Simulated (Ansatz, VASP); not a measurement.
# Cross-check of Ag2IBr between VASP and Ansatz

Wanted: the spread between two codes on one cell, functional and k mesh. The cell is taken from a series of runs on this material, whose earlier steps may have relaxed, scaled, displaced or heated it; both programs get it as it stands.

Main program and level: Ansatz 0.2.0; plane waves, with VASP 6.6.1 beside it; dielectric response at PBE.

The structure was built from a prototype and need not be the compound's stable phase.

**1. Set-up**

It takes space group Pmm2 (No. 25, orthorhombic). Conventional cell: a = 4.279 Å, b = 5.937 Å, c = 4.277 Å, α = 90.00°, β = 90.00°, γ = 90.00°. Nearest to I lie 6 Ag at 2.97 to 3.03 Å. Nearest to Ag lie 2 Br at 2.97 Å and 4 I at 3.02 to 3.03 Å. Nearest to Ag lie 2 I at 2.97 Å and 4 Br at 3.02 to 3.03 Å. Nearest to Br lie 6 Ag at 2.97 to 3.03 Å. As first built, before any earlier steps moved the atoms (in the runner's words): half of the Br replaced by I in the P2_1/m structure of AgBr. Farther neighbours and most contacts between anions are not listed.

**2. Ansatz: dielectric response, PBE**

Ansatz runs on its default PAW (the set named soft_2) files.

The response to a field tests empty states and converges slowly with the mesh.

The input, input.yaml:

```yaml
crystal:
  lattice:
    - [4.2764558239, 0.0, 0.0433805335]
    - [0.0, 4.2789642633, 0.0]
    - [-0.0601873055, 0.0, 5.9367543962]
  atoms:
    - { symbol: I, position: [0.7489915793, 0.75, 0.2500052593] }
    - { symbol: Ag, position: [0.2491011036, 0.25, 0.2499978323] }
    - { symbol: Ag, position: [0.752160786, 0.75, 0.7500008509] }
    - { symbol: Br, position: [0.2497465311, 0.25, 0.7499960576] }
kpoints:
  mp_grid: { grid: [5, 5, 4] }
scf:
  occupations: { method: fixed }
hamiltonian:
  xc: pbe
  pseudopotentials: { kind: paw }
dielectric: {}
```

Launch:

```bash
ansatz run input.yaml --threads 4 --pin off --max-ram 8192MiB --backend cpu --events-out ev --progress --plain --runs-dir out
```

Numbers of over 12 decimals in the logs are rounded to 6 here.

The log of the run:

```text
Warning: 2 symmetry operations that the atoms keep within the bar at which the run's group was sought (crystal.symmetry.tolerance 1.0e-5, or twice it) were not taken beside the 2 unitary ones that the detection took (of a slab, those that keep its plane). If the more symmetric cell is meant, write the vectors of crystal.lattice to more decimals, or, with the positions in fractional coordinates, give it by lengths and [...]
Engine: ansatz 0.2.0, aarch64-unknown-linux-gnu
Pseudopotentials: kind: paw
Pseudopotential: I, paw, valence charge 17, recommended cutoff 420 eV (normal), I.paw.azcp
Pseudopotential: Ag, paw, valence charge 19, recommended cutoff 420 eV (normal), Ag.paw.azcp
Pseudopotential: Br, paw, valence charge 7, recommended cutoff 420 eV (normal), Br.paw.azcp
Functional definition: PBE
  parameter kappa = 0.804
  parameter beta = 0.066725
  exchange = pbe_x(kappa = kappa, mu = beta*pi^2/3)
  correlation = pbe_c(beta = beta)
Crystal: 4 atoms, lattice volume = 108.647 Å³
Basis set: ecut = 420 eV, 2119 PW (Γ), exchange–correlation on 60×60×80 points (8 copies of the dense FFT grid, shifted against one another)
Bands: 38, of which v1, the nominal top of the filled ones, is band 31 counted from 1 (30 counted from 0)
Symmetry: 2 space group operations
k-points: 51 of 100 (irreducible under 1 space group operation, time reversal used)
Non-local potential: I, projectors of the file, l = 0: 2, l = 1: 2, l = 2: 2, l = 3: 2
Non-local potential: Ag, projectors of the file, l = 0: 3, l = 1: 2, l = 2: 2, l = 3: 1
Non-local potential: Br, projectors of the file, l = 0: 2, l = 1: 2, l = 2: 2
PAW form: soft (Blöchl's): semilocal exchange-correlation on the pseudo side does not see the compensation charge
PAW one-centre angular grid: I, 590 points (default); XC on 64 Gauss nodes
PAW one-centre angular grid: Ag, 590 points (default); XC on 64 Gauss nodes
PAW one-centre angular grid: Br, 110 points (default); XC on 64 Gauss nodes
Initial density: superposition of atomic densities (neutral atoms: chi_scale 0, normalization atom), corrected by the library's trained network
Initial wavefunctions: pseudopotential atomic-orbital guess
Functional: x = pbe(κ = 0.804, μ = 0.219515), c = pbe(β = 0.066725)
SCF iter   1: F=—  HF=-25478.166519 eV  |F-HF|=—  |Δ(HF+E_count)|=         —  Δρ=6.04e-4  dr2=5.15e-4  ethr=1.77e-3  ⟨swp⟩=5.2  Hψ=6459  notcnv=0  defer=255
preconditioner: auto → Resta (q_TF=auto, 2.485 Å⁻¹)  ε∞=6.0  [insulator: Δε(μ)=0.729 eV  Ē_g=9.606 eV  n_scr=28 (ndim 8)  ℏωp=21.4 eV  f_vac=0.044  ε∞_Penn≈6.0]
SCF iter   2: F=—  HF=-25478.167387 eV  |F-HF|=—  |Δ(HF+E_count)|=   8.69e-4  Δρ=4.36e-4  dr2=2.75e-4  ethr=8.31e-7  ⟨swp⟩=3.1  Hψ=4615  notcnv=0  defer=255
SCF iter   3: F=—  HF=-25478.167414 eV  |F-HF|=—  |Δ(HF+E_count)|=   2.62e-5  Δρ=2.54e-4  dr2=6.05e-5  ethr=4.43e-7  ⟨swp⟩=2.0  Hψ=3333  notcnv=0  defer=255
SCF iter   4: F=—  HF=-25478.167404 eV  |F-HF|=—  |Δ(HF+E_count)|=   9.96e-6  Δρ=8.14e-5  dr2=6.40e-6  ethr=9.76e-8  ⟨swp⟩=2.2  Hψ=2609  notcnv=0  defer=251
SCF iter   5: F=—  HF=-25478.167407 eV  |F-HF|=—  |Δ(HF+E_count)|=   3.08e-6  Δρ=2.78e-5  dr2=8.55e-7  ethr=1.03e-8  ⟨swp⟩=2.0  Hψ=2613  notcnv=0  defer=251
SCF iter   6: F=—  HF=-25478.167411 eV  |F-HF|=—  |Δ(HF+E_count)|=   4.47e-6  Δρ=5.76e-6  dr2=4.39e-8  ethr=1.38e-9  ⟨swp⟩=2.0  Hψ=2736  notcnv=0  defer=250
SCF iter   7: F=—  HF=-25478.167411 eV  |F-HF|=—  |Δ(HF+E_count)|=   2.87e-8  Δρ=2.47e-6  dr2=7.30e-9  ethr=7.07e-11  ⟨swp⟩=2.0  Hψ=2980  notcnv=0  defer=250
SCF iter   8: F=—  HF=-25478.167411 eV  |F-HF|=—  |Δ(HF+E_count)|=   2.42e-9  Δρ=1.14e-6  dr2=1.55e-9  ethr=1.18e-11  ⟨swp⟩=2.0  Hψ=3281  notcnv=0  defer=250
SCF iter   9: F=—  HF=-25478.167411 eV  |F-HF|=—  |Δ(HF+E_count)|=  4.29e-10  Δρ=3.28e-7  dr2=1.24e-10  ethr=2.50e-12  ⟨swp⟩=2.0  Hψ=3259  notcnv=0  defer=250
SCF iter  10: F=-25478.167411 eV  HF=-25478.167411 eV  |F-HF|=1.09e-11  |Δ(HF+E_count)|=  9.09e-11  Δρ=8.01e-8  dr2=8.82e-12  ethr=1.00e-12  ⟨swp⟩=10.0  Hψ=8409  notcnv=0
SCF 1 converged in 10 iterations: F = -25478.167411 eV  dr2 = 8.82e-12
  greatest PAW one-centre occupation: 1.000 electrons in one spin orbital (limit 2), on the Ag atom at site 1 (counted from 0), in its partial waves of l = 0
NSCF: frozen V_eff on 6 k-points
DFPT response loops at Γ: preconditioner auto → Resta (q_TF=auto, 2.485 Å⁻¹)  ε∞=9.0 (no band partly filled); β = 1.00, the filter's whole step (`scf.mixing.beta` (0.50) is not read by the response loops at its default; to damp them type it under 1.00, their step now; it binds the ground state too); Broyden in place of MSR1
── the response to a field inside a basis, on 8×8×6 k-points: an SCF that follows is theirs, and a resumed run solves both again ──
Bands: 32, of which v1, the nominal top of the filled ones, is band 31 counted from 1 (30 counted from 0)
k-points: 96 of 384 (time reversal used)
Initial density: handed on by an earlier stage of this run
Initial wavefunctions: pseudopotential atomic-orbital guess (no wavefunctions were taken with the density)
Eigensolver: Dense (96 Hₖ)
SCF iter   1: F=—  HF=-25478.136261 eV  |F-HF|=—  |Δ(HF+E_count)|=         —  Δρ=3.15e-4  dr2=3.32e-5  ethr=1.00e-1
preconditioner: auto → Resta (q_TF=auto, 2.485 Å⁻¹)  ε∞=10.7  [insulator: Δε(μ)=1.147 eV  Ē_g=6.855 eV  n_scr=28 (ndim 8)  ℏωp=21.4 eV  f_vac=0.043  ε∞_Penn≈10.7]
SCF iter   2: F=—  HF=-25478.136288 eV  |F-HF|=—  |Δ(HF+E_count)|=   2.71e-5  Δρ=1.73e-4  dr2=1.29e-5  ethr=5.35e-8
SCF iter   3: F=—  HF=-25478.136300 eV  |F-HF|=—  |Δ(HF+E_count)|=   1.18e-5  Δρ=3.04e-5  dr2=9.91e-7  ethr=2.08e-8
SCF iter   4: F=—  HF=-25478.136300 eV  |F-HF|=—  |Δ(HF+E_count)|=   5.92e-9  Δρ=1.16e-5  dr2=1.65e-7  ethr=1.60e-9
SCF iter   5: F=-25478.136300 eV  HF=-25478.136300 eV  |F-HF|=1.09e-8  |Δ(HF+E_count)|=   1.84e-7  Δρ=2.43e-6  dr2=7.86e-9  ethr=2.66e-10
SCF 1 converged in 5 iterations: F = -25478.136300 eV  dr2 = 7.86e-9
DFPT response loops at Γ: preconditioner auto → Resta (q_TF=auto, 2.485 Å⁻¹)  ε∞=7.2 (no band partly filled); β = 1.00, the filter's whole step (`scf.mixing.beta` (0.50) is not read by the response loops at its default; to damp them type it under 1.00, their step now; it binds the ground state too); Broyden in place of MSR1
SCF converged after 10 iterations
Free energy (F): -25478.167411 eV
Harris-Foulkes:  -25478.167411 eV  (|F-HF|=1.09e-11)
Internal energy: -25478.167411 eV  (E = F + TS)
E sigma→0 (E₀):  -25478.167411 eV
Fermi energy:    8.196574 eV
--- Per-component energies (eV) ---
  E_band       = -1088.669045
  E_kinetic    = 1377.159591
  E_local      = -8340.991026  (includes V_loc(G=0)·N_el)
  E_nonlocal   = 146.204299
  E_hartree    = 3843.066421
  E_xc         = -758.131327
  E_vxc        = -696.334370  (∫ρ·V_xc dr)
  E_paw        = -14873.286302  (= ΣΔE_a)
  E_vpaw       = -1260.840985  (= ΣTr[D̂ρ^β])
  E_aug_tail   = 0.000607  (compensation charges beyond the density's cutoff)
  E_ewald      = -6872.189675
  E_smearing   = -0.000000  (= −TS)
  E_closure    = -0.000000  (closes the sum)
  Σ components = -25478.167411   (vs F -25478.167411, Δ=0.00e0)
--- Band table (eV; the first three rows and the last of 51) ---
  k-point 0: bands = [... 27 lower, 5.6782, 6.5642, 6.6671, 6.6700, 8.9416, 9.3430, 14.3231, 17.0899, ... 3 higher]
  k-point 1: bands = [... 27 lower, 6.1217, 6.5013, 6.6736, 6.6768, 9.9031, 10.2076, 14.4773, 15.8984, ... 3 higher]
  k-point 2: bands = [... 27 lower, 6.3973, 6.4794, 6.6319, 6.6350, 11.0009, 11.6068, 14.3073, 14.5511, ... 3 higher]
  k-point 50: bands = [... 27 lower, 6.6347, 7.0019, 7.3310, 7.3695, 11.4852, 11.6194, 13.2559, 13.9570, ... 3 higher]
--- Dielectric response (ions clamped): 3 representative field directions + reference, inside a basis on a mesh of 384 k-points (Σ response iterations 15) ---
  ε∞ (high-frequency dielectric tensor):
        6.571276    -0.000000    -0.001426
       -0.000000     6.573088     0.000000
       -0.001426     0.000000     6.712420
  Born effective charges Z* (e; rows j = field, columns β = displacement):
    site 0:
        -1.47968    0.00000   -0.00159
         0.00000   -1.48014   -0.00000
        -0.00164   -0.00000   -1.34152
    site 1:
         1.62211   -0.00000    0.00060
        -0.00000    1.62271    0.00000
         0.00052    0.00000    1.57694
    site 2:
         1.56291   -0.00000    0.00021
        -0.00000    1.56360    0.00000
         0.00004    0.00000    1.60648
    site 3:
        -1.70533    0.00000    0.00078
         0.00000   -1.70617   -0.00000
         0.00107   -0.00000   -1.84190
  Z* charge neutrality: 1.226e-2 e pre-enforcement
  solved inside a basis spanned on kpoints, on 8×8×6 k-points, its susceptibility summed on 10×10×8: ε∞ is read to err by 3.2e-2, Z* by 2.6e-2 e (field_mesh: kpoints solves on kpoints); Z* is corrected for what the basis lacks
```

[end of part 1 of 2]

[Lines on the potential files, build, host, timing and source positions are cut from VASP's logs without a mark.]

[Logs are printed without paths, hosts, clocks, repeated set-up lines and the standing remarks that a program may print on its own settings, such as how far it seeks lower states.]

[Hosts, paths, dates, database ids (printed as entryN), source tags and the programs' standing remarks are cut or masked in the printed files.]
